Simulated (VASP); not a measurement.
These are PBEsol GGA, VASP's PBE PAW potentials (set 64) (plane waves; VASP) values and carry that method's errors.

The input files of a VASP run:

### INCAR
```
! general
SYSTEM  = WS2
PREC    = Accurate
ENCUT   = 400   ! plane-wave cut-off (eV)
LREAL   = .False.
LASPH   = .True.

! electronic loop
EDIFF   = 1E-7
NELM    = 100   ! most electronic steps
ALGO    = Normal   ! blocked Davidson
LMAXMIX = 6

! smearing
ISMEAR  = -5   ! tetrahedra, Bloechl

! functional
GGA     = PS

! ions
ISIF    = 2   ! forces and stress, cell fixed

! output
LWAVE   = .False.
LCHARG  = .True.
LORBIT  = 11   ! lm-projected
NEDOS   = 601

! other
LEFG    = .True.
```

### KPOINTS
```
Automatic mesh
0
Gamma
9 9 2
0 0 0
```

POSCAR:
```
WS2
1
    3.1466776899     0.0000000000     0.0000000000
   -1.5733388450     2.7251026302     0.0000000000
    0.0000000000     0.0000000000    17.0024455922
W S
1 2
Direct
  0.0000000000   0.0000000000   0.0000000000
  0.3333330000   0.6666670000   0.9078014694
  0.3333330000   0.6666670000   0.0921985306
```

POTCAR, in this order: W_sv S (PBE.64 set). Program: vasp_std.

The cell holds a wide vacuum, so values per volume refer to the whole cell. Unless said otherwise, spin-orbit coupling is left out, though it shifts the bands of the heavy elements here.

Question: Estimate the energy per atom (σ→0), band gap (on the k-mesh).

Answer: 
```json
{
 "energy per atom (σ→0)": "-8.416 eV/atom",
 "band gap (on the k-mesh)": "1.94 eV"
}
```

**OSZICAR**
```
...
DAV:  16    -0.252481405858E+02   -0.38048E-04   -0.15570E-05  1038   0.122E-02    0.104E-02
DAV:  17    -0.252481708416E+02   -0.30256E-04   -0.10737E-06   911   0.439E-03    0.490E-03
DAV:  18    -0.252482159639E+02   -0.45122E-04   -0.36351E-06   936   0.506E-03    0.340E-03
DAV:  19    -0.252482252337E+02   -0.92697E-05   -0.62315E-07   904   0.242E-03    0.145E-03
DAV:  20    -0.252482288723E+02   -0.36386E-05   -0.26832E-07   816   0.150E-03    0.763E-04
DAV:  21    -0.252482295463E+02   -0.67401E-06   -0.38761E-08   765   0.574E-04    0.348E-04
DAV:  22    -0.252482296222E+02   -0.75902E-07   -0.20180E-09   447   0.255E-04
   1 F= -.25248230E+02 E0= -.25248230E+02  d E =0.000000E+00
```

The cell is a sheet with vacuum, built from a database entry that may be metastable or hypothetical.
